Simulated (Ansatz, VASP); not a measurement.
# CaO (Lime) in two plane-wave programs, part 2 of 3

One calculation is typed for both programs; each brings its own data sets. How far apart do they land? The cell is taken from a series of runs on this material, whose earlier steps may have relaxed, scaled, displaced or heated it; both programs get it as it stands.

VASP 6.6.1 and Ansatz 0.2.0.

So far: Set-up; VASP: zone-centre phonons, LDA, pair 1.

### 3. Ansatz: zone-centre phonons, LDA, pair 1

Level of this step: Ansatz beside VASP: Kohn-Sham DFT, plane waves, LDA (Ansatz).

Ansatz runs on its PAW soft_1 files.

The same cell, functional (in two slightly different forms) and mesh now go to Ansatz, which takes its cutoff from its data sets.

input.yaml reads:

```yaml
crystal:
  lattice:
    - [0.0, 2.27245359, 2.27245359]
    - [2.27245359, 0.0, 2.27245359]
    - [2.27245359, 2.27245359, 0.0]
  atoms:
    - { symbol: O, position: [0.5, 0.5, 0.5] }
    - { symbol: Ca, position: [0.0, 0.0, 0.0] }
kpoints:
  mp_grid: { grid: [8, 8, 8] }
hamiltonian:
  xc: lda
  pseudopotentials: { kind: paw, azcp: { folder: soft_1 }, xc_functional: pbe }
scf:
  occupations: { method: fixed }
output:
  eigenvalues: true
phonons:
  method: dfpt
  dielectric: true
  rigid_motions: translations
```

The run is started by

```bash
$ ansatz run input.yaml --threads 4 --pin off --max-ram 10240MiB --backend cpu --events-out ev --progress --plain --runs-dir out
```

Numbers of over 12 decimals in the logs are rounded to 6 here.

The program printed:

```text
Engine: ansatz 0.2.0, x86_64-unknown-linux-gnu
Pseudopotentials: kind: paw
Pseudopotential: O, paw, valence charge 6, recommended cutoff 420 eV (normal), soft_1/O.paw.azcp
Pseudopotential: Ca, paw, valence charge 10, recommended cutoff 420 eV (normal), soft_1/Ca.paw.azcp
Functional definition: SPW92
  exchange = slater_x
  correlation = pw_c
Crystal: 2 atoms, lattice volume = 23.470 Å³
Basis set: ecut = 420 eV, 459 PW (Γ), exchange–correlation on 48×48×48 points (8 copies of the dense FFT grid, shifted against one another)
Bands: 12, of which v1, the nominal top of the filled ones, is band 8 counted from 1 (7 counted from 0)
Symmetry: 48 space group operations
k-points: 59 of 512 (irreducible under 8 space group operations, time reversal used)
Non-local potential: O, projectors of the file, l = 0: 2, l = 1: 2, l = 2: 1
Non-local potential: Ca, projectors of the file, l = 0: 3, l = 1: 2, l = 2: 2
PAW form: soft (Blöchl's): semilocal exchange-correlation on the pseudo side does not see the compensation charge
PAW frozen core: O, regenerated for the run's functional, and the local potential with it (the file was generated under x = pbe(κ = 0.804, μ = 0.219515), c = pbe(β = 0.066725))
PAW frozen core: Ca, regenerated for the run's functional, and the local potential with it (the file was generated under x = pbe(κ = 0.804, μ = 0.219515), c = pbe(β = 0.066725))
PAW one-centre angular grid: O, 110 points (default); XC on 64 Gauss nodes
PAW one-centre angular grid: Ca, 110 points (default); XC on 64 Gauss nodes
Initial density: superposition of atomic densities (chi_scale 0.1, normalization cell, long waves kept (reshape's long-wave potential 0.00 eV rms))
Initial wavefunctions: pseudopotential atomic-orbital guess
Functional: x = slater, c = lda
SCF iter   1: F=—  HF=-2332.099792 eV  |F-HF|=—  |Δ(HF+E_count)|=         —  Δρ=1.03e-1  dr2=2.21e0  ethr=3.10e-3  ⟨swp⟩=4.0  Hψ=4152  notcnv=0  defer=12
preconditioner: auto → none  [insulator: Δε(μ)=1.970 eV  Ē_g=18.183 eV  n_scr=8 (ndim 8)  ℏωp=28.7 eV  f_vac=0.000  ε∞_Penn≈3.5]
SCF iter   2: F=—  HF=-2331.849334 eV  |F-HF|=—  |Δ(HF+E_count)|=   2.50e-1  Δρ=8.34e-2  dr2=1.47e0  ethr=3.10e-3  ⟨swp⟩=2.9  Hψ=1971  notcnv=0  defer=82
SCF iter   3: F=—  HF=-2331.512880 eV  |F-HF|=—  |Δ(HF+E_count)|=   3.36e-1  Δρ=1.63e-2  dr2=4.82e-2  ethr=3.10e-3  ⟨swp⟩=2.5  Hψ=1193  notcnv=0  defer=32
SCF iter   4: F=—  HF=-2331.519899 eV  |F-HF|=—  |Δ(HF+E_count)|=   7.02e-3  Δρ=4.27e-3  dr2=2.49e-3  ethr=3.01e-4  ⟨swp⟩=2.8  Hψ=1208  notcnv=0  defer=105
SCF iter   5: F=—  HF=-2331.521225 eV  |F-HF|=—  |Δ(HF+E_count)|=   1.33e-3  Δρ=4.41e-4  dr2=2.96e-5  ethr=1.56e-5  ⟨swp⟩=2.1  Hψ=879  notcnv=0  defer=113
SCF iter   6: F=—  HF=-2331.521220 eV  |F-HF|=—  |Δ(HF+E_count)|=   4.74e-6  Δρ=4.59e-5  dr2=1.57e-7  ethr=1.85e-7  ⟨swp⟩=2.0  Hψ=1222  notcnv=0  defer=95
SCF iter   7: F=—  HF=-2331.521220 eV  |F-HF|=—  |Δ(HF+E_count)|=   1.92e-7  Δρ=7.05e-6  dr2=8.36e-9  ethr=9.79e-10  ⟨swp⟩=2.2  Hψ=1127  notcnv=0  defer=3
SCF iter   8: F=-2331.521220 eV  HF=-2331.521220 eV  |F-HF|=2.09e-11  |Δ(HF+E_count)|=   1.84e-9  Δρ=4.46e-7  dr2=3.10e-11  ethr=1.00e-12  ⟨swp⟩=6.1  Hψ=4665  notcnv=0
SCF 1 converged in 8 iterations: F = -2331.521220 eV  dr2 = 3.10e-11
  greatest PAW one-centre occupation: 0.996 electrons in one spin orbital (limit 2), on the Ca atom at site 1 (counted from 0), in its partial waves of l = 0
DFPT response loops at Γ: preconditioner auto → none (the input reference at scf.mixing.eps_inf says where Resta's filter doesn't serve); β = 0.50; Broyden in place of MSR1
── the response to a field inside a basis, on 8×8×8 k-points: an SCF that follows is theirs, and a resumed run solves both again ──
Bands: 9, of which v1, the nominal top of the filled ones, is band 8 counted from 1 (7 counted from 0)
k-points: 60 of 512 (irreducible under 12 space group operations)
Initial density: handed on by an earlier stage of this run
Initial wavefunctions: pseudopotential atomic-orbital guess (no wavefunctions were taken with the density)
Eigensolver: Dense (60 Hₖ)
SCF iter   1: F=—  HF=-2331.523278 eV  |F-HF|=—  |Δ(HF+E_count)|=         —  Δρ=6.44e-4  dr2=1.37e-5  ethr=1.00e-1
preconditioner: auto → none  [insulator: Δε(μ)=3.585 eV  Ē_g=16.275 eV  n_scr=8 (ndim 8)  ℏωp=28.7 eV  f_vac=0.000  ε∞_Penn≈4.1]
SCF iter   2: F=—  HF=-2331.523277 eV  |F-HF|=—  |Δ(HF+E_count)|=   1.72e-6  Δρ=2.94e-4  dr2=5.76e-6  ethr=8.55e-8
SCF iter   3: F=—  HF=-2331.523277 eV  |F-HF|=—  |Δ(HF+E_count)|=   1.12e-7  Δρ=1.81e-4  dr2=3.23e-6  ethr=3.60e-8
SCF iter   4: F=-2331.523276 eV  HF=-2331.523276 eV  |F-HF|=6.92e-10  |Δ(HF+E_count)|=   7.17e-7  Δρ=1.40e-5  dr2=1.25e-8  ethr=2.02e-8
SCF 1 converged in 4 iterations: F = -2331.523276 eV  dr2 = 1.25e-8
DFPT response loops at Γ: mixed as the last ones told, above
SCF converged after 8 iterations
Free energy (F): -2331.521220 eV
Harris-Foulkes:  -2331.521220 eV  (|F-HF|=2.09e-11)
Internal energy: -2331.521220 eV  (E = F + TS)
E sigma→0 (E₀):  -2331.521220 eV
Fermi energy:    9.331741 eV
--- Per-component energies (eV) ---
  E_band       = -68.103755
  E_kinetic    = 429.705848
  E_local      = -804.615939  (includes V_loc(G=0)·N_el)
  E_nonlocal   = 148.587581
  E_hartree    = 264.853670
  E_xc         = -200.269825
  E_vxc        = -253.258866  (∫ρ·V_xc dr)
  E_paw        = -975.223197  (= ΣΔE_a)
  E_vpaw       = -118.230570  (= ΣTr[D̂ρ^β])
  E_aug_tail   = 0.000789  (compensation charges beyond the density's cutoff)
  E_ewald      = -1194.940233
  E_core_change = 0.380088  (= ΣΔE_core)
  E_smearing   = -0.000000  (= −TS)
  E_closure    = 0.000000  (closes the sum)
  Σ components = -2331.521220   (vs F -2331.521220, Δ=0.00e0)
--- Band table (eV; the first three rows and the last of 59) ---
  k-point 0: bands = [... 4 lower, -6.1971, 9.3317, 9.3317, 9.3317, 15.4012, 15.8114, 15.8114, 15.8114]
  k-point 1: bands = [... 4 lower, -5.6972, 8.7285, 9.0411, 9.0411, 15.7525, 16.1417, 16.1417, 16.1422]
  k-point 2: bands = [... 4 lower, -4.9089, 7.5535, 8.4345, 8.4345, 15.9337, 17.0155, 17.0155, 17.6338]
  k-point 58: bands = [... 4 lower, -5.1373, 7.7299, 8.3063, 8.3063, 16.0105, 16.0105, 18.9399, 20.0337]
--- Phonons (Γ-DFPT): 2 representative perturbations + reference, on 59 of 512 k-points (Σ response iterations 7) ---
  k mesh reduced under 8 symmetry operations, with k and −k counted as one. Each operation leaves every solved perturbation unchanged. A smaller set is not considered because the run solves the response to a homogeneous field
  ASR residual: 2.107e-4 → 0.000e0 eV/Å²; symmetrization residual: 2.749e-7 eV/Å²
  ASR residual per site (eV/Å²): 2.11e-4 1.91e-5
  Γ frequencies (cm⁻¹): 0.00 0.00 0.00 367.87 367.87 367.87
  ε∞ (high-frequency dielectric tensor):
        3.979833     0.000000    -0.000000
        0.000000     3.979833     0.000000
       -0.000000     0.000000     3.979833
  ε⁰ (static dielectric tensor: ions relaxed, cell fixed):
       11.974214    -0.000000    -0.000000
       -0.000000    11.974214    -0.000000
       -0.000000    -0.000000    11.974214
  ε⁰ − ε∞ (ionic part):
        7.994381    -0.000000    -0.000000
       -0.000000     7.994381    -0.000000
       -0.000000    -0.000000     7.994381
  softest optical mode at Γ: 367.87 cm⁻¹; the repairs (sum rule, projections) moved no ω² at Γ by more than (1.90 cm⁻¹)²
  Born effective charges Z* (e; rows j = field, columns β = displacement):
    site 0:
        -2.42910    0.00000    0.00000
         0.00000   -2.42910   -0.00000
         0.00000    0.00000   -2.42910
    site 1:
         2.42910   -0.00000   -0.00000
        -0.00000    2.42910    0.00000
        -0.00000   -0.00000    2.42910
  Z* charge neutrality: 6.480e-4 e pre-enforcement
  solved inside a basis spanned on kpoints, on 8×8×8 k-points, its susceptibility summed on 12×12×12: ε∞ is read to err by 9.0e-3, Z* by 1.1e-2 e (field_mesh: kpoints solves on kpoints); Z* is corrected for what the basis lacks
  optical modes at Γ without the LO–TO term, one row a degenerate level:
      ω (cm⁻¹)  modes    IR ((D/Å)²/amu)
        367.87      3            35.7158
  optical modes at Γ + LO–TO along q̂ = [1.0000, 0.0000, 0.0000]:
      ω (cm⁻¹)  modes    IR ((D/Å)²/amu)
        367.87      2            23.8105
        638.10      1            11.9053
  optical modes at Γ + LO–TO along q̂ = [0.0000, 1.0000, 0.0000]:
      ω (cm⁻¹)  modes    IR ((D/Å)²/amu)
        367.87      2            23.8105
        638.10      1            11.9053
  optical modes at Γ + LO–TO along q̂ = [0.0000, 0.0000, 1.0000]:
      ω (cm⁻¹)  modes    IR ((D/Å)²/amu)
        367.87      2            23.8105
        638.10      1            11.9053
```

### 4. Differences

Known differences besides the potentials themselves: the two LDA forms differ slightly; fixed occupations in Ansatz, narrow Gaussian smearing in VASP; VASP's response is taken on the typed mesh, Ansatz refines its own for the field response alone; the cutoff is 420 eV in Ansatz and 600 eV in VASP; VASP's log shows a relativistic correction to its local exchange, Ansatz's none. Total energies have different zeros and are not compared.

Compared:

```csv
quantity,Ansatz,VASP,difference
ε∞ xx,3.98,3.99,-0.20 %
ε∞ yy,3.98,3.99,-0.20 %
ε∞ zz,3.98,3.99,-0.20 %
Born charge of O1 (mean of the diagonal) (e),-2.43,-2.44,+0.01
Born charge of Ca2 (mean of the diagonal) (e),2.43,2.44,-0.01
optical mode 1 to 3 (cm⁻¹),367.9,376.5,-2.30 %
```

Modes are paired by rising frequency, not by their patterns, so a pair may set unlike modes beside each other; they are those without the splitting of longitudinal modes.

### 5. Ansatz: zone-centre phonons, LDA, pair 2

Second derivatives magnify differences that forces hide, and they need a tight electronic threshold. The cell compared in this pair holds 23.99 Å³, against 23.47 Å³ for the pair before.

The cell is taken from a series of runs on this material, whose earlier steps may have relaxed, scaled, displaced or heated it; both programs get it as it stands.

input.yaml, the sections that differ from step 3:

```yaml
crystal:
  lattice:
    - [0.0, 2.2891634077, 2.2891634077]
    - [2.2891634077, 0.0, 2.2891634077]
    - [2.2891634077, 2.2891634077, 0.0]
  atoms:
    - { symbol: O, position: [0.5, 0.5, 0.5] }
    - { symbol: Ca, position: [0.0, 0.0, 0.0] }
# kpoints, hamiltonian, scf, output, phonons: as in step 3
```

The program printed:

```text
[...]
Crystal: 2 atoms, lattice volume = 23.992 Å³
Basis set: ecut = 420 eV, 459 PW (Γ), exchange–correlation on 48×48×48 points (8 copies of the dense FFT grid, shifted against one another)
Bands: 12, of which v1, the nominal top of the filled ones, is band 8 counted from 1 (7 counted from 0)
Symmetry: 48 space group operations
k-points: 59 of 512 (irreducible under 8 space group operations, time reversal used)
[...]
optical modes at Γ + LO–TO along q̂ = [1.0000, 0.0000, 0.0000]:
      ω (cm⁻¹)  modes    IR ((D/Å)²/amu)
[...]
optical modes at Γ + LO–TO along q̂ = [0.0000, 1.0000, 0.0000]:
      ω (cm⁻¹)  modes    IR ((D/Å)²/amu)
        351.84      2            23.5528
        623.30      1            11.7764
  optical modes at Γ + LO–TO along q̂ = [0.0000, 0.0000, 1.0000]:
      ω (cm⁻¹)  modes    IR ((D/Å)²/amu)
        351.84      2            23.5528
        623.30      1            11.7764
[key lines of the parts left out:]
SCF converged after 8 iterations
Free energy (F): -2331.569953 eV
Fermi energy:    9.043447 eV
```

### 6. VASP: zone-centre phonons, LDA, pair 2

The same cell, functional (in two slightly different forms) and mesh now go to VASP, with its own data sets.

INCAR reads:

```
SYSTEM = CaO
PREC = Accurate
ENCUT = 600
EDIFF = 1E-08
NELM = 120
ISMEAR = 0
SIGMA = 0.01
LREAL = .FALSE.
ALGO = Normal
GGA = CA
NBANDS = 14
LORBIT = 11
LWAVE = .FALSE.
LCHARG = .FALSE.
ISIF = 2
IBRION = 8
LEPSILON = .TRUE.
LASPH = .TRUE.
GGA_COMPAT = .FALSE.
EFERMI = MIDGAP
KPAR = 2
```

POSCAR reads:

```
CaO
1.0
    0.0000000000      2.2891634077      2.2891634077
    2.2891634077      0.0000000000      2.2891634077
    2.2891634077      2.2891634077      0.0000000000
O Ca
1 1
Direct
    0.5000000000      0.5000000000      0.5000000000
    0.0000000000      0.0000000000      0.0000000000
```

KPOINTS reads:

```
Automatic mesh
0
Gamma
8 8 8
0 0 0
```

Potentials, in the order of the species: O and Ca_sv (LDA family, release 64).

The run is started by

```bash
$ mpirun -np 2 vasp_std
```

The program printed:

```text
[... set-up lines as in an earlier step ...]
 entering main loop
       N       E                     dE             d eps       ncg     rms          rms(c)
DAV:   1     0.135687630818E+03    0.13569E+03   -0.94599E+03   812   0.134E+03
DAV:   2    -0.978763737427E+01   -0.14548E+03   -0.13640E+03  1000   0.330E+02
DAV:   3    -0.156930540653E+02   -0.59054E+01   -0.58643E+01   908   0.692E+01
DAV:   4    -0.158892781727E+02   -0.19622E+00   -0.19600E+00  1232   0.106E+01
[...]
DAV:  12    -0.141271175373E+02    0.10582E-05   -0.38333E-06   944   0.255E-02    0.206E-03
DAV:  13    -0.141271175146E+02    0.22744E-07   -0.53032E-07  1130   0.592E-03    0.119E-03
DAV:  14    -0.141271175061E+02    0.85395E-08   -0.28647E-08   906   0.223E-03
   1 F= -.14127118E+02 E0= -.14127118E+02  d E =0.000000E+00
 Linear response reoptimize wavefunctions to high precision
DAV:   1    -0.141271175067E+02   -0.67939E-09   -0.32654E-09   834   0.568E-04
DAV:   2    -0.141271175068E+02   -0.28876E-10   -0.80002E-11   424   0.804E-05
 Linear response G [H, r] |phi>, progress :
  Direction:   1
[...]
RMM:  15    -0.357358660058E+00    0.32500E-08    0.22080E-08  3318   0.216E-05    0.602E-07
 first order change of Fermi-energy   0.28484E-04
 force on displaced ion       1 direction 1 :  -5.462   0.000   0.000
 Born effective charge ion    1 direction 1 :  -2.422   0.000   0.000
 Linear response progress:
  Degree of freedom:   2/  2
       N       E                     dE             d eps       ncg     rms          rms(c)
RMM:   1    -0.425235288720E+00   -0.42524E+00    0.76801E-01  1880   0.111E+01
RMM:   2    -0.378864119624E+00    0.46371E-01   -0.63999E-02  2597   0.245E+00    0.188E-01
RMM:   3    -0.379491495177E+00   -0.62738E-03   -0.17334E-02  3367   0.707E-01    0.131E-01
RMM:   4    -0.379841053849E+00   -0.34956E-03   -0.34655E-03  3618   0.294E-01    0.664E-02
[...]
RMM:  17    -0.379725250838E+00   -0.39701E-07    0.45903E-06  3870   0.121E-03    0.170E-04
RMM:  18    -0.379725563488E+00   -0.31265E-06    0.41451E-06  3358   0.107E-03    0.163E-04
RMM:  19    -0.379725887741E+00   -0.32425E-06    0.40254E-06  3463   0.947E-04    0.154E-04
 first order change of Fermi-energy  -0.51269E-03
 force on displaced ion       2 direction 1 :  -5.491   0.000   0.000
 Born effective charge ion    2 direction 1 :   2.419   0.000   0.000
 Born effective charges drift removed
 Linear response finished
```

Parts of OUTCAR (step 6):

```text
  Total        2.1247729      2.1247729      2.1247729      0.0000000      0.0000000      0.0000000
  in kB      141.8935726    141.8935726    141.8935726      0.0000000      0.0000000      0.0000000
  external PRESSURE =     141.8935726 kB  Pullay stress =       0.0000000 kB

 POSITION                                       TOTAL-FORCE (eV/Angst)
 -----------------------------------------------------------------------------------
      2.28916      2.28916      2.28916         0.000000     -0.000000      0.000000
      0.00000      0.00000      0.00000         0.000000      0.000000     -0.000000
 -----------------------------------------------------------------------------------
    total drift:                                0.000000      0.000000      0.000000

 MACROSCOPIC STATIC DIELECTRIC TENSOR (including local field effects in DFT)
 ------------------------------------------------------
           3.961622    -0.000000     0.000000
          -0.000000     3.961622     0.000000
           0.000000    -0.000000     3.961622
 ------------------------------------------------------

 MACROSCOPIC STATIC DIELECTRIC TENSOR IONIC CONTRIBUTION
 ------------------------------------------------------
           8.075300    -0.000000     0.000000
          -0.000000     8.075300    -0.000000
           0.000000    -0.000000     8.075300
 ------------------------------------------------------

[... 1 part as in an earlier step ...]

[... 1 further part left out ...]
```

### 7. Side by side

The two programs side by side:

```csv
quantity,Ansatz,VASP,difference
ε∞ xx,3.95,3.96,-0.17 %
ε∞ yy,3.95,3.96,-0.17 %
ε∞ zz,3.95,3.96,-0.17 %
Born charge of O1 (mean of the diagonal) (e),-2.42,-2.42,+0.01
Born charge of Ca2 (mean of the diagonal) (e),2.42,2.42,-0.01
optical mode 1 to 3 (cm⁻¹),351.8,360.7,-2.45 %
```

Modes are paired by rising frequency, not by their patterns, so a pair may set unlike modes beside each other; they are those without the splitting of longitudinal modes.

### 8. Ansatz: zone-centre phonons, LDA, pair 3

Second derivatives magnify differences that forces hide, and they need a tight electronic threshold. The cell compared in this pair holds 24.51 Å³, against 23.99 Å³ for the pair before.

The cell is taken from a series of runs on this material, whose earlier steps may have relaxed, scaled, displaced or heated it; both programs get it as it stands.

input.yaml, the sections that differ from step 5:

```yaml
crystal:
  lattice:
    - [0.0, 2.3056327754, 2.3056327754]
    - [2.3056327754, 0.0, 2.3056327754]
    - [2.3056327754, 2.3056327754, 0.0]
  atoms:
    - { symbol: O, position: [0.5, 0.5, 0.5] }
    - { symbol: Ca, position: [0.0, 0.0, 0.0] }
# kpoints, hamiltonian, scf, output, phonons: as in step 5
```

The run is started by

```bash
$ ansatz run input.yaml --threads 4 --pin off --max-ram 10240MiB --backend cpu --events-out ev --progress --plain --runs-dir out
```

The program printed:

```text
[...]
Crystal: 2 atoms, lattice volume = 24.513 Å³
Basis set: ecut = 420 eV, 531 PW (Γ), exchange–correlation on 48×48×48 points (8 copies of the dense FFT grid, shifted against one another)
Bands: 12, of which v1, the nominal top of the filled ones, is band 8 counted from 1 (7 counted from 0)
Symmetry: 48 space group operations
k-points: 59 of 512 (irreducible under 8 space group operations, time reversal used)
[...]
optical modes at Γ + LO–TO along q̂ = [1.0000, 0.0000, 0.0000]:
      ω (cm⁻¹)  modes    IR ((D/Å)²/amu)
[...]
optical modes at Γ + LO–TO along q̂ = [0.0000, 1.0000, 0.0000]:
      ω (cm⁻¹)  modes    IR ((D/Å)²/amu)
        336.13      2            23.3271
        609.22      1            11.6635
  optical modes at Γ + LO–TO along q̂ = [0.0000, 0.0000, 1.0000]:
      ω (cm⁻¹)  modes    IR ((D/Å)²/amu)
        336.13      2            23.3271
        609.22      1            11.6635
[key lines of the parts left out:]
SCF converged after 8 iterations
Free energy (F): -2331.605889 eV
Fermi energy:    8.766117 eV
```

(Part 2 of 3 ends here.)

[Lines on the potential files, build, host, timing and source positions are cut from VASP's logs without a mark.]

[Logs are printed without paths, hosts, clocks, repeated set-up lines and the standing remarks that a program may print on its own settings, such as how far it seeks lower states.]

[Hosts, paths, dates, database ids (printed as entryN), source tags and the programs' standing remarks are cut or masked in the printed files.]
